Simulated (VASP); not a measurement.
All values below come from LDA (Ceperley-Alder, Perdew-Zunger), VASP's LDA PAW potentials (set 64) (plane waves; VASP).

VASP ran on this input.

INCAR:
```
ALGO = Normal
EDIFF = 1E-8
EDIFFG = -0.001
ENCUT = 520
IBRION = 1
ISIF = 2
ISMEAR = 0
LASPH = .TRUE.
LCHARG = .FALSE.
LREAL = .FALSE.
LWAVE = .FALSE.
NELM = 100
NSW = 30
PREC = Accurate
SIGMA = 0.05
SYSTEM = SiO2
```

POSCAR:
```
SiO2
1
    4.1567994890     0.0000000000     0.0000000000
    0.0000000000     4.1567994890     0.0000000000
    0.0000000000     0.0000000000     2.6655413395
Si O
2 4
Direct
  0.0000000000   0.0000000000   0.0000000000
  0.5000000000   0.5000000000   0.5000000000
  0.3053900631   0.3053900631   0.0000000000
  0.8053900631   0.1946099369   0.5000000000
  0.1946099369   0.8053900631   0.5000000000
  0.6946099369   0.6946099369   0.0000000000
```

File KPOINTS:
```
Regular mesh
0
G
5 5 8
0 0 0
```

POTCAR, in this order: Si O (LDA.64 set). Program: vasp_std.

The run wrote:

**OSZICAR**
```
       N       E                     dE             d eps       ncg     rms          rms(c)
DAV:   1     0.157593035023E+03    0.15759E+03   -0.18328E+04  1224   0.154E+03
DAV:   2    -0.505518879898E+02   -0.20814E+03   -0.20033E+03  1640   0.324E+02
DAV:   3    -0.568448861797E+02   -0.62930E+01   -0.62760E+01  1440   0.606E+01
DAV:   4    -0.568916364296E+02   -0.46750E-01   -0.46687E-01  1412   0.597E+00
DAV:   5    -0.568921476715E+02   -0.51124E-03   -0.51115E-03  1404   0.608E-01    0.180E+01
DAV:   6    -0.520670900885E+02    0.48251E+01   -0.19068E+01  1356   0.307E+01    0.861E+00
DAV:   7    -0.520048978162E+02    0.62192E-01   -0.56581E-01  1408   0.515E+00    0.306E+00
DAV:   8    -0.519756663318E+02    0.29231E-01   -0.18216E-02  1368   0.138E+00    0.110E+00
DAV:   9    -0.519704836286E+02    0.51827E-02   -0.46747E-03  1388   0.687E-01    0.230E-01
DAV:  10    -0.519705009378E+02   -0.17309E-04   -0.25580E-04  1392   0.146E-01    0.551E-02
DAV:  11    -0.519704904875E+02    0.10450E-04   -0.38651E-05  1408   0.516E-02    0.173E-02
DAV:  12    -0.519704898013E+02    0.68619E-06   -0.52361E-06  1368   0.172E-02    0.648E-03
DAV:  13    -0.519704898091E+02   -0.77312E-08   -0.23525E-07  1416   0.419E-03    0.159E-03
DAV:  14    -0.519704898082E+02    0.88176E-09   -0.95428E-09   844   0.800E-04
   1 F= -.51970490E+02 E0= -.51970490E+02  d E =-.519705E+02
       N       E                     dE             d eps       ncg     rms          rms(c)
DAV:   1    -0.519704848789E+02    0.49302E-05   -0.66974E-03  1288   0.693E-01    0.196E-02
DAV:   2    -0.519704969989E+02   -0.12120E-04   -0.15378E-04  1424   0.981E-02    0.836E-03
DAV:   3    -0.519704951742E+02    0.18248E-05   -0.18327E-06  1456   0.145E-02    0.437E-03
DAV:   4    -0.519704946867E+02    0.48744E-06   -0.22352E-06  1384   0.139E-02    0.861E-04
DAV:   5    -0.519704947173E+02   -0.30564E-07   -0.44720E-07  1352   0.574E-03    0.579E-04
DAV:   6    -0.519704947113E+02    0.60254E-08   -0.11244E-08   820   0.107E-03
   2 F= -.51970495E+02 E0= -.51970495E+02  d E =-.490307E-05
       N       E                     dE             d eps       ncg     rms          rms(c)
DAV:   1    -0.519704962415E+02   -0.15242E-05   -0.95396E-04  1280   0.261E-01    0.725E-03
DAV:   2    -0.519704979636E+02   -0.17221E-05   -0.21940E-05  1424   0.371E-02    0.320E-03
DAV:   3    -0.519704976998E+02    0.26384E-06   -0.26361E-07  1476   0.552E-03    0.169E-03
DAV:   4    -0.519704976280E+02    0.71813E-07   -0.32580E-07  1384   0.534E-03    0.328E-04
DAV:   5    -0.519704976324E+02   -0.44688E-08   -0.64614E-08  1296   0.217E-03
   3 F= -.51970498E+02 E0= -.51970498E+02  d E =-.292118E-05
```

### OUTCAR
```
------------------------ aborting loop because EDIFF is reached ----------------------------------------
  FORCE on cell =-STRESS in cart. coord.  units (eV):
  Direction    XX          YY          ZZ          XY          YZ          ZX
  --------------------------------------------------------------------------------------
  Total        0.0179541      0.0179541      0.1103308      0.0000000      0.0000000      0.0000000
  in kB        0.6245553      0.6245553      3.8379889      0.0000000      0.0000000      0.0000000
  external PRESSURE =       1.6956999 kB  Pullay stress =       0.0000000 kB
  volume of cell :       46.06
      direct lattice vectors                 reciprocal lattice vectors
     4.156799489  0.000000000  0.000000000     0.240569699  0.000000000  0.000000000
     0.000000000  4.156799489  0.000000000     0.000000000  0.240569699  0.000000000
     0.000000000  0.000000000  2.665541339     0.000000000  0.000000000  0.375158316
 POSITION                                       TOTAL-FORCE (eV/Angst)
 -----------------------------------------------------------------------------------
      0.00000      0.00000      0.00000         0.000000      0.000000      0.000000
      2.07840      2.07840      1.33277         0.000000      0.000000      0.000000
      1.26969      1.26969      0.00000        -0.000033     -0.000033      0.000000
      3.34809      0.80871      1.33277        -0.000033      0.000033      0.000000
      0.80871      3.34809      1.33277         0.000033     -0.000033      0.000000
      2.88711      2.88711     -0.00000         0.000033      0.000033      0.000000
 -----------------------------------------------------------------------------------
    total drift:                                0.000000      0.000000      0.000000
  FREE ENERGIE OF THE ION-ELECTRON SYSTEM (eV)
  ---------------------------------------------------
  free  energy   TOTEN  =       -51.9704976324 eV

  energy  without entropy=      -51.9704976324  energy(sigma->0) =      -51.97049763

 reached required accuracy - stopping structural energy minimisation
```
(Selected blocks of OUTCAR.)

**CONTCAR**
```
SiO2
   1.00000000000000
     4.1567994890000000    0.0000000000000000    0.0000000000000000
     0.0000000000000000    4.1567994890000000    0.0000000000000000
     0.0000000000000000    0.0000000000000000    2.6655413394999998
  Si              O
     2     4
Direct
     0.0000000000000000    0.0000000000000000    0.0000000000000000
     0.5000000000000000    0.5000000000000000    0.5000000000000000
     0.3054484292606238    0.3054484292606238    0.0000000000000000
     0.8054484292606238    0.1945515707393763    0.5000000000000000
     0.1945515707393763    0.8054484292606238    0.5000000000000000
     0.6945515707393762    0.6945515707393762   -0.0000000000000000
```

The compound is SiO2 in the rutile structure, stishovite, a high-pressure form. This run relaxes the ions in a fixed cell. Symmetry was kept, so distortions that lower it aren't found. The start is the result of an earlier pass.
